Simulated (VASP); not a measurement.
Method: PBEsol GGA, VASP's PBE PAW potentials (set 64) (plane waves; VASP).

A VASP calculation is set up with these files.

KPOINTS:
```
Automatic mesh
0
Gamma
12 12 8
0 0 0
```

INCAR:
```
# general
SYSTEM   =  TiAl
PREC     =  Accurate
ENCUT    =  480
LREAL    =  .FALSE.
LASPH    =  .TRUE.

# electronic loop
EDIFF    =  1E-7
NELM     =  100
ALGO     =  Normal
LMAXMIX  =  4

# smearing
ISMEAR   =  1
SIGMA    =  0.1

# functional
GGA      =  PS

# ions
ISIF     =  2

# output
LWAVE    =  .FALSE.
LCHARG   =  .FALSE.
```

### POSCAR
```
TiAl
1
    2.7975382944     0.0000000000     0.0000000000
    0.0000000000     2.7975382944     0.0000000000
    0.0000000000     0.0000000000     3.9636203407
Ti Al
1 1
Direct
  0.0000000000   0.0000000000   0.0000000000
  0.5000000000   0.5000000000   0.5000000000
```

POTCAR, in this order: Ti_sv Al (PBE.64 set). Program: vasp_std.

Output of the run:

**OSZICAR**
```
       N       E                     dE             d eps       ncg     rms          rms(c)
DAV:   1     0.849604299638E+02    0.84960E+02   -0.72361E+03  3083   0.131E+03
DAV:   2    -0.904454022714E+01   -0.94005E+02   -0.91280E+02  3101   0.324E+02
DAV:   3    -0.146929907211E+02   -0.56485E+01   -0.54047E+01  4828   0.762E+01
DAV:   4    -0.148990079180E+02   -0.20602E+00   -0.20442E+00  3879   0.127E+01
DAV:   5    -0.149086635235E+02   -0.96556E-02   -0.96509E-02  4525   0.245E+00    0.105E+01
DAV:   6    -0.133833458065E+02    0.15253E+01   -0.12131E+01  3794   0.393E+01    0.328E+00
DAV:   7    -0.132628878176E+02    0.12046E+00   -0.98714E-01  3566   0.110E+01    0.201E+00
DAV:   8    -0.132469585604E+02    0.15929E-01   -0.13588E-01  3417   0.403E+00    0.470E-01
DAV:   9    -0.132460741381E+02    0.88442E-03   -0.23784E-02  3843   0.206E+00    0.244E-01
DAV:  10    -0.132461351861E+02   -0.61048E-04   -0.15779E-03  3767   0.457E-01    0.647E-02
DAV:  11    -0.132461230046E+02    0.12181E-04   -0.39800E-04  4086   0.225E-01    0.457E-02
DAV:  12    -0.132461269264E+02   -0.39218E-05   -0.29585E-05  3531   0.602E-02    0.976E-03
DAV:  13    -0.132461266875E+02    0.23895E-06   -0.13256E-06  3645   0.149E-02    0.765E-03
DAV:  14    -0.132461267864E+02   -0.98948E-07   -0.88027E-07  3435   0.129E-02
   1 F= -.13246127E+02 E0= -.13246331E+02  d E =0.611252E-03
```

File OUTCAR:
```
------------------------ aborting loop because EDIFF is reached ----------------------------------------
  FORCE on cell =-STRESS in cart. coord.  units (eV):
  Direction    XX          YY          ZZ          XY          YZ          ZX
  --------------------------------------------------------------------------------------
  Total        0.3225399      0.3225399      0.5650046      0.0000000     -0.0000000      0.0000000
  in kB       16.6590398     16.6590398     29.1822269      0.0000000     -0.0000000      0.0000000
  external PRESSURE =      20.8334355 kB  Pullay stress =       0.0000000 kB
  volume of cell :       31.02
      direct lattice vectors                 reciprocal lattice vectors
     2.797538294  0.000000000  0.000000000     0.357457127  0.000000000  0.000000000
     0.000000000  2.797538294  0.000000000     0.000000000  0.357457127  0.000000000
     0.000000000  0.000000000  3.963620341     0.000000000  0.000000000  0.252294598
 POSITION                                       TOTAL-FORCE (eV/Angst)
 -----------------------------------------------------------------------------------
      0.00000      0.00000      0.00000         0.000000      0.000000      0.000000
      1.39877      1.39877      1.98181         0.000000      0.000000      0.000000
 -----------------------------------------------------------------------------------
    total drift:                               -0.000000      0.000000     -0.000000
  FREE ENERGIE OF THE ION-ELECTRON SYSTEM (eV)
  ---------------------------------------------------
  free  energy   TOTEN  =       -13.2461267864 eV

  energy  without entropy=      -13.2467380388  energy(sigma->0) =      -13.24633054
```
(Selected blocks of OUTCAR.)

**OUTCAR**
```
 val. band max:        8.6709485644   @ k =   0.2500   0.0833   0.3750

 cond. band min:       8.6803574912   @ k =   0.3333   0.2500   0.1250


 Fermi energy:         8.6782574053

 k-point     1 :       0.0000    0.0000    0.0000
  band No.  band energies     occupation
      1     -47.6073      2.00000
      2     -24.1151      2.00000
      3     -23.6425      2.00000
      4     -23.6425      2.00000
      5      -0.5145      2.00000
      6       6.7665      2.00000
      7       7.7991      2.00000
      8       8.5924      2.00693
      9      10.9273      0.00000
     10      10.9273      0.00000
     11      12.1036      0.00000

 k-point     2 :       0.0833    0.0000    0.0000
  band No.  band energies     occupation
      1     -47.6029      2.00000
      2     -24.1107      2.00000
      3     -23.6790      2.00000
      4     -23.6393      2.00000
      5      -0.3742      2.00000
      6       6.8781      2.00000
      7       7.8508      2.00000
      8       8.4329      2.00284
      9      10.9517      0.00000
     10      11.1159      0.00000
     11      11.9596      0.00000

 k-point     3 :       0.1667    0.0000    0.0000
  band No.  band energies     occupation
      1     -47.5908      2.00000
      2     -24.0988      2.00000
      3     -23.7781      2.00000
      4     -23.6308      2.00000
      5       0.0409      2.00000
      6       7.1716      2.00000
      7       7.9347      2.00000
      8       8.0652      2.00000
      9      11.0192      0.00000
     10      11.5900      0.00000
     11      11.6011      0.00000

 k-point     4 :       0.2500    0.0000    0.0000
  band No.  band energies     occupation
      1     -47.5742      2.00000
      2     -24.0826      2.00000
      3     -23.9115      2.00000
      4     -23.6190      2.00000
      5       0.7157      2.00000
      6       7.4655      2.00000
      7       7.6515      2.00000
      8       7.8300      2.00000
      9      11.1133      0.00000
...
```

The compound is TiAl in the L1_0 structure. This cell was strained or had an atom moved on purpose. The electron count is odd and the run is not spin-polarised, which forces a metal.
